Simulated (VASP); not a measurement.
# MoF6 in VASP: a series of runs

One molecule, MoF6, is run at these levels: PBE+D3(BJ), optB86b-vdW, rev-vdW-DF2; tasks: single point.

Everything below comes from runs of VASP 6.6.1. Logs are shortened: lines on timing, memory, paths and dates and some standing lists are left out, and cuts for length are marked.

## 1. Starting point

The cell holds a molecule in a box, 7 atoms: a = 12.994 Å, b = 13.494 Å, c = 13.994 Å, α = 90.00°, β = 90.00°, γ = 90.00°.

## 2. Single point, PBE+D3(BJ)

INCAR reads:

```
SYSTEM = MoF6
PREC     = Accurate       ! precision mode
ENCUT    = 400            ! plane-wave cutoff, eV
EDIFF    = 1E-6           ! SCF threshold, eV
ISMEAR   = 0              ! smearing method
SIGMA    = 0.005          ! smearing width, eV
LREAL    = .FALSE.        ! projectors in reciprocal space
LASPH    = .TRUE.         ! aspherical terms in the spheres
NELM     = 60             ! most SCF steps
ALGO     = Fast           ! electronic algorithm
ISIF     = 2              ! what is computed and relaxed
LWAVE    = .FALSE.        ! write WAVECAR
LCHARG   = .FALSE.        ! write CHGCAR
GGA      = PE             ! functional
IVDW     = 12             ! dispersion correction
NBANDS   = 37             ! bands
ISYM     = 0
```

KPOINTS reads:

```
Automatic mesh
0
G
  1 1 1
  0 0 0
```

POSCAR reads:

```
MoF6
1.0
   12.9937171634      0.0000000000      0.0000000000
    0.0000000000     13.4937171634      0.0000000000
    0.0000000000      0.0000000000     13.9937171634
Mo F
1 6
Direct
    0.5022000000      0.5047000000      0.4997000000
    0.4318000000      0.5744000000      0.4071000000
    0.5716000000      0.4357000000      0.4059000000
    0.6039000000      0.6000000000      0.4996000000
    0.5729000000      0.4352000000      0.5923000000
    0.4326000000      0.5734000000      0.5935000000
    0.4006000000      0.4093000000      0.4998000000
```

Potentials or basis: VASP PAW PBE potentials, release 64 (Mo_sv, F).

On the command line:

```sh
$ cat potpaw_PBE.64/Mo_sv/POTCAR potpaw_PBE.64/F/POTCAR > POTCAR
$ mpirun -np 4 vasp_gam > vasp.out
```

OUTCAR:

```text
SYSTEM = MoF6
   PREC = Accurate
   ENCUT = 400
   EDIFF = 1E-6
   ISMEAR = 0
   LREAL = .FALSE.
   LASPH = .TRUE.
   NELM = 60
   ISIF = 2
   GGA = PE
   IVDW = 12
   ISYM = 0
 IVDW          = 12

 ion  position               nearest neighbor table
   1  0.502  0.505  0.500-   4 1.84   7 1.84   6 1.84   2 1.84   5 1.84   3 1.84
   2  0.432  0.574  0.407-   1 1.84
   3  0.572  0.436  0.406-   1 1.84
   4  0.604  0.600  0.500-   1 1.84
   5  0.573  0.435  0.592-   1 1.84
   6  0.433  0.573  0.593-   1 1.84
   7  0.401  0.409  0.500-   1 1.84

IMPORTANT INFORMATION: All symmetrisations will be switched off!
NOSYMM: (Re-)initialisation of all symmetry stuff for point group C_1.

----------------------------------------------------------------------------------------

                                     Primitive cell

  volume of cell :    2453.5680

  direct lattice vectors                    reciprocal lattice vectors
    12.993717163  0.000000000  0.000000000     0.076960271  0.000000000  0.000000000
     0.000000000 13.493717163  0.000000000     0.000000000  0.074108564  0.000000000
     0.000000000  0.000000000 13.993717163     0.000000000  0.000000000  0.071460641

  length of vectors
    12.993717163 13.493717163 13.993717163     0.076960271  0.074108564  0.071460641

  position of ions in fractional coordinates (direct lattice)
     0.502200000  0.504700000  0.499700000
     0.431800000  0.574400000  0.407100000
     0.571600000  0.435700000  0.405900000
     0.603900000  0.600000000  0.499600000
     0.572900000  0.435200000  0.592300000
     0.432600000  0.573400000  0.593500000
     0.400600000  0.409300000  0.499800000

  ion indices of the primitive-cell ions
   primitive index   ion index
                 1           1
                 2           2
                 3           3
                 4           4
                 5           5
                 6           6
                 7           7

----------------------------------------------------------------------------------------

 KPOINTS: Automatic mesh

Automatic generation of k-mesh.
 Grid dimensions read from file:
 generate k-points for:    1    1    1

 Generating k-lattice:

  Cartesian coordinates                     Fractional coordinates (reciprocal lattice)
     0.076960271  0.000000000  0.000000000     1.000000000  0.000000000  0.000000000
     0.000000000  0.074108564  0.000000000     0.000000000  1.000000000  0.000000000
     0.000000000  0.000000000  0.071460641     0.000000000  0.000000000  1.000000000

  Length of vectors
     0.076960271  0.074108564  0.071460641

  Shift w.r.t. Gamma in fractional coordinates (k-lattice)
     0.000000000  0.000000000  0.000000000

 Subroutine IBZKPT returns following result:
 ===========================================

 Found      1 irreducible k-points:

 Following reciprocal coordinates:
            Coordinates               Weight
  0.000000  0.000000  0.000000      1.000000
   k-points           NKPTS =      1   k-points in BZ     NKDIM =      1   number of bands    NBANDS=     40
   number of dos      NEDOS =    301   number of ions     NIONS =      7
   total plane-waves  NPLWV = 777600
   dimension x,y,z NGX =    90 NGY =   90 NGZ =   96
   dimension x,y,z NGXF=   180 NGYF=  180 NGZF=  192
   ions per type =               1   6
   NGX,Y,Z   is equivalent  to a cutoff of  11.51, 11.09, 11.40 a.u.
   NGXF,Y,Z  is equivalent  to a cutoff of  23.03, 22.18, 22.81 a.u.
 SYSTEM =  MoF6
   PREC   = accura    normal or accurate (medium, high low for compatibility)
   ISTART =      0    job   : 0-new  1-cont  2-samecut
   ICHARG =      2    charge: 1-file 2-atom 10-const
   ISPIN  =      1    spin polarized calculation?
   LNONCOLLINEAR =      F non collinear calculations
   LSORBIT =      F    spin-orbit coupling
   LASPH  =      T    aspherical Exc in radial PAW
   ENCUT  =  400.0 eV  29.40 Ry    5.42 a.u.  21.19 22.00 22.82*2*pi/ulx,y,z
   NELM   =     60;   NELMIN=  2; NELMDL= -5     # of ELM steps
   EDIFF  = 0.1E-05   stopping-criterion for ELM
   LREAL  =      F    real-space projection
   EDIFFG = 0.1E-04   stopping-criterion for IOM
   NSW    =      0    number of steps for IOM
   IBRION =     -1    ionic relax: 0-MD 1-quasi-New 2-CG
   NFREE  =      0    steps in history (QN), initial steepest desc. (CG)
   ISIF   =      2    stress and relaxation
   ISYM   =      0    0-nonsym 1-usesym 2-fastsym
   POTIM  = 0.5000    time-step for ionic-motion
   TEBEG  =    0.0;   TEEND  =   0.0 temperature during run
   PSTRESS=    0.0 pullay stress
   NELECT =      56.0000    total number of electrons
   NUPDOWN=      -1.0000    fix difference up-down
   EMIN   =  10.00;   EMAX   =-10.00  energy-range for DOS
   EFERMI =   0.00;   METHOD = LEGACY
   ISMEAR =     0;   SIGMA  =   0.01  broadening in eV -4-tet -1-fermi 0-gaus
   EFERMI_NEDOS =   21; number of points for ismear=-14 and -15
   IALGO  =     68    algorithm
   IMIX   =      4    mixing-type and parameters
     AMIX     =   0.40;   BMIX     =  1.00
     AMIX_MAG =   1.60;   BMIX_MAG =  1.00
  volume/ion in A,a.u.               =     350.51      2365.36
  Fermi-wavevector in a.u.,A,eV,Ry     =   0.464378  0.877547  2.934052  0.215647
  Thomas-Fermi vector in A             =   1.453080
   LORBIT       =      0    0 simple, 1 ext, 2 COOP (PROOUT), +10 PAW based schemes
   GGA     = PE    functional components
   LHFCALC =     F    Hartree Fock is set to
   AEXX    =    0.0000 exact exchange contribution
   IVDW    =    12    specifies the selected vdW correction
   LEPSILON=     F    determine dielectric tensor
   LRPA    =     F    only Hartree local field effects (RPA)
 non-spin polarized calculation
 RMM-DIIS sequential band-by-band and
 Gauss-broadening in eV      SIGMA  =   0.01
  energy-cutoff  :      400.00
  volume of cell :     2453.57
 maximum number of plane-waves:     22266
 NGX is ok and might be reduce to    90
   NGX = 43   NGY = 45   NGZ = 45

 number of electron      55.9999962 magnetization

 Free energy of the ion-electron system (eV)
  ---------------------------------------------------
  ext. energy  EPLUGINS =         0.00000000
  ---------------------------------------------------
  free energy    TOTEN  =       -39.44129971 eV

  energy without entropy =      -39.44129971  energy(sigma->0) =      -39.44129971

 E-fermi : -10.2177     XC(G=0):  -0.6435

 val. band max:      -10.3976385661   @ k =   0.0000   0.0000   0.0000
 cond. band min:      -6.0716917211   @ k =   0.0000   0.0000   0.0000
 fundamental gap:      4.3259468450
 Fermi energy:       -10.2176561946

 k-point     1 :       0.0000    0.0000    0.0000
  band No.  band energies     occupation
      1     -71.2410      2.00000
      2     -45.4342      2.00000
      3     -45.4326      2.00000
      4     -45.4324      2.00000
      5     -30.5711      2.00000
      6     -30.5356      2.00000
[... 32 lines left out ...]
     39       0.8939      0.00000
     40       0.9262      0.00000

------------------------ aborting loop because EDIFF is reached ----------------------------------------

 Edisp (eV)   -0.13790

 E8    (eV) :    -0.0484

  FORCE on cell =-STRESS in cart. coord.  units (eV):
  Direction    XX          YY          ZZ          XY          YZ          ZX
  --------------------------------------------------------------------------------------
  -------------------------------------------------------------------------------------
  Total      -6.65472    -6.64084    -6.68198     0.01671    -0.00445    -0.00342
  in kB      -4.34552    -4.33646    -4.36333     0.01091    -0.00290    -0.00223
  external pressure =       -4.35 kB  Pullay stress =        0.00 kB

 VOLUME and BASIS-vectors are now :
 -----------------------------------------------------------------------------
  energy-cutoff  :      400.00
  volume of cell :     2453.57
      direct lattice vectors                 reciprocal lattice vectors
    12.993717163  0.000000000  0.000000000     0.076960271  0.000000000  0.000000000
     0.000000000 13.493717163  0.000000000     0.000000000  0.074108564  0.000000000
     0.000000000  0.000000000 13.993717163     0.000000000  0.000000000  0.071460641

 POSITION                                       TOTAL-FORCE (eV/Angst)
 -----------------------------------------------------------------------------------
      6.52544      6.81028      6.99266         0.020419     -0.020876     -0.003188
      5.61069      7.75079      5.69684        -0.096429      0.095897     -0.130615
      7.42721      5.87921      5.68005         0.087114     -0.083512     -0.123994
      7.84691      8.09623      6.99126         0.138050      0.137528     -0.002750
      7.44410      5.87247      8.28848         0.086734     -0.090984      0.123198
      5.62108      7.73730      8.30527        -0.095018      0.099561      0.135602
      5.20528      5.52298      6.99406        -0.140870     -0.137615      0.001747
 -----------------------------------------------------------------------------------
    total drift:                               -0.003231      0.003707     -0.004086

  FREE ENERGIE OF THE ION-ELECTRON SYSTEM (eV)
  ---------------------------------------------------
  free  energy   TOTEN  =       -39.5792021762 eV

  energy  without entropy=      -39.5792021762  energy(sigma->0) =      -39.57920218
```

Run time: 26 s. Hardware: 4 MPI ranks of AMD EPYC 9R45 (Zen 5), shared host; peak memory 0.49 GiB.

What came out:

```
Free energy                     : -39.5792 eV
Largest force                   : 0.197 eV/Å
Gap between the frontier levels : 4.33 eV
Dispersion energy per atom      : -0.020 eV
```

Forces on the atoms (eV/Å):
```
Mo   0.020 -0.021 -0.003
F   -0.096  0.096 -0.131
F    0.087 -0.084 -0.124
F    0.138  0.138 -0.003
F    0.087 -0.091  0.123
F   -0.095  0.100  0.136
F   -0.141 -0.138  0.002
```

Levels at points of the mesh, in eV from the valence-band top:
| k point | band 24 | band 25 | band 26 | band 27 | band 28 | band 29 | band 30 | band 31 | band 32 | band 33 |
| --- | --- | --- | --- | --- | --- | --- | --- | --- | --- | --- |
| (0.00, 0.00, 0.00) | -0.60 | -0.60 | 0.00 | 0.00 | 0.00 | 4.33 | 4.33 | 4.33 | 8.85 | 8.85 |

Caveat: the cutoff is under 1.25 times the usual one of these potentials, so pressure, stress and relaxed cells hold a basis-set (Pulay) error.

## 3. Single point, optB86b-vdW

Changes to INCAR since step 2:

```diff
@@ -13,4 +13,7 @@
 LCHARG   = .FALSE.        ! write CHGCAR
-GGA      = PE             ! functional
-IVDW     = 12             ! dispersion correction
+GGA      = MK             ! functional
+LUSE_VDW = .TRUE.       
+AGGAC    = 0.0          
+PARAM1   = 0.1234       
+PARAM2   = 1.0          
 NBANDS   = 37             ! bands
```

KPOINTS is that of step 2.

POSCAR is that of step 2.

Potentials or basis: VASP PAW PBE potentials, release 64 (Mo_sv, F).

On the command line:

```sh
$ cat potpaw_PBE.64/Mo_sv/POTCAR potpaw_PBE.64/F/POTCAR > POTCAR
$ mpirun -np 4 vasp_gam > vasp.out
```

It took 4.6 min on 4 MPI ranks of AMD EPYC 9R45 (Zen 5), shared host; peak memory 1.3 GiB.

Results (log left out):

* Free energy: -24.3203 eV
* Largest force: 0.064 eV/Å
* Gap between the frontier levels: 4.32 eV

Forces on the atoms (eV/Å):
```
Mo   0.020 -0.021 -0.003
F   -0.030  0.027 -0.038
F    0.023 -0.017 -0.030
F    0.044  0.046 -0.002
F    0.020 -0.024  0.031
F   -0.030  0.033  0.041
F   -0.047 -0.044  0.002
```

Levels at points of the mesh, in eV from the valence-band top:
```tsv
k point	band 24	band 25	band 26	band 27	band 28	band 29	band 30	band 31	band 32	band 33
(0.00, 0.00, 0.00)	-0.60	-0.59	0.00	0.00	0.00	4.32	4.32	4.32	8.84	8.84
```

Caveat: the cutoff is under 1.25 times the usual one of these potentials, so pressure, stress and relaxed cells hold a basis-set (Pulay) error; the PAW data sets were made with another functional, which shifts forces and pressure a little.

## 4. Single point, rev-vdW-DF2

Changes to INCAR since step 3:

```diff
@@ -17,3 +17,4 @@
 PARAM1   = 0.1234       
-PARAM2   = 1.0          
+PARAM2   = 0.711357     
+ZAB_VDW  = -1.8867      
 NBANDS   = 37             ! bands
```

KPOINTS is that of step 3.

POSCAR is that of step 3.

On the command line:

```sh
$ cat potpaw_PBE.64/Mo_sv/POTCAR potpaw_PBE.64/F/POTCAR > POTCAR
$ mpirun -np 4 vasp_gam > vasp.out
```

Run time: 4.7 min. Hardware: 4 MPI ranks of AMD EPYC 9R45 (Zen 5), shared host; peak memory 1.3 GiB.

The run converged. Its results:

| Item | Value |
| --- | --- |
| Free energy | -26.3863 eV |
| Largest force | 0.100 eV/Å |
| Gap between the frontier levels | 4.31 eV |

Forces in eV/Å, atoms in the order of the input:
```
Mo   0.020 -0.020 -0.003
F   -0.047  0.045 -0.064
F    0.040 -0.035 -0.055
F    0.069  0.071 -0.002
F    0.037 -0.042  0.056
F   -0.047  0.051  0.067
F   -0.072 -0.069  0.002
```

Levels at points of the mesh, in eV from the valence-band top:
| k point | band 25 | band 26 | band 27 | band 28 | band 29 | band 30 | band 31 | band 32 |
| --- | --- | --- | --- | --- | --- | --- | --- | --- |
| (0.00, 0.00, 0.00) | -0.60 | 0.00 | 0.00 | 0.00 | 4.31 | 4.31 | 4.31 | 8.83 |

Caveat: the cutoff is under 1.25 times the usual one of these potentials, so pressure, stress and relaxed cells hold a basis-set (Pulay) error; the PAW data sets were made with another functional, which shifts forces and pressure a little.

## 5. Summary

| level | gap on the mesh (eV) | largest force (eV/Å) |
| --- | --- | --- |
| PBE+D3(BJ) | 4.33 | 0.20 |
| optB86b-vdW | 4.32 | 0.06 |
| rev-vdW-DF2 | 4.31 | 0.10 |

Alike in all rows: task single point; potentials or basis VASP PAW PBE potentials, release 64 (Mo_sv, F); no spin polarisation; cell as given; k mesh 1 × 1 × 1; cutoff (eV) 400; smearing gaussian 0.005 eV.

On the cell as given the gap runs from 4.31 eV (rev-vdW-DF2) to 4.33 eV (PBE+D3(BJ)).

Caveats: the cutoff is under 1.25 times the usual one of these potentials, so pressure, stress and relaxed cells hold a basis-set (Pulay) error; the PAW data sets were made with another functional, which shifts forces and pressure a little (some runs).

Absolute energies hang on the potentials; compare differences alone.
